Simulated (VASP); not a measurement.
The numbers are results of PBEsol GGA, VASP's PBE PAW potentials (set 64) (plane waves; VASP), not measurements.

The input files of a VASP run:

KPOINTS:
```
Automatic
0
Gamma
 7 7 7
```

POSCAR:
```
TlBi
1
    0.0000000000     3.1644000000     3.1644000000
    3.1644000000     0.0000000000     3.1644000000
    3.1644000000     3.1644000000     0.0000000000
Tl Bi
1 1
Direct
  0.0000000000   0.0000000000   0.0000000000
  0.5000000000   0.5000000000   0.5000000000
```

### INCAR
```
! general
SYSTEM  = TlBi
PREC    = Accurate
ENCUT   = 400
LREAL   = .FALSE.
LASPH   = .TRUE.

! electronic loop
EDIFF   = 1E-6
NELM    = 100
ALGO    = Normal
LMAXMIX = 4

! smearing
ISMEAR  = 0
SIGMA   = 0.05

! functional
GGA     = PS

! ions
IBRION  = 2
NSW     = 60
ISIF    = 3
EDIFFG  = -0.01

! output
LWAVE   = .FALSE.
LCHARG  = .FALSE.
```

POTCAR, in this order: Tl_d Bi_d (PBE.64 set). Program: vasp_std.

Unless said otherwise, spin-orbit coupling is left out, though it shifts the bands of the heavy elements here.

Task: What does the run give for the energy per atom (σ→0), volume per atom, band gap (on the k-mesh)?

Result: 
The energy per atom (σ→0) is -3.313 eV/atom and the band gap (on the k-mesh) comes out as none (metal, semimetal or under 0.01 eV). The volume per atom is 31.19 Å^3/atom.

### OSZICAR
```
...
DAV:   1    -0.663985523832E+01   -0.13360E-01   -0.30840E-01   772   0.765E+00    0.622E-01
DAV:   2    -0.662868720087E+01    0.11168E-01   -0.22367E-02   764   0.199E+00    0.230E-01
DAV:   3    -0.662685010559E+01    0.18371E-02   -0.73038E-03   840   0.112E+00    0.131E-01
DAV:   4    -0.662683627500E+01    0.13831E-04   -0.48076E-04   734   0.148E-01    0.143E-02
DAV:   5    -0.662682967334E+01    0.66017E-05   -0.10276E-04   794   0.116E-01    0.174E-02
DAV:   6    -0.662682818045E+01    0.14929E-05   -0.91937E-06   746   0.332E-02    0.260E-03
DAV:   7    -0.662682821566E+01   -0.35207E-07   -0.91578E-07   368   0.119E-02
   3 F= -.66268282E+01 E0= -.66254559E+01  d E =-.231341E-02
```

The structure was generated: TlBi was put into the rock salt type (Fm-3m), which need not be its known phase. This run relaxes it. Symmetry was kept, so distortions that lower it aren't found.
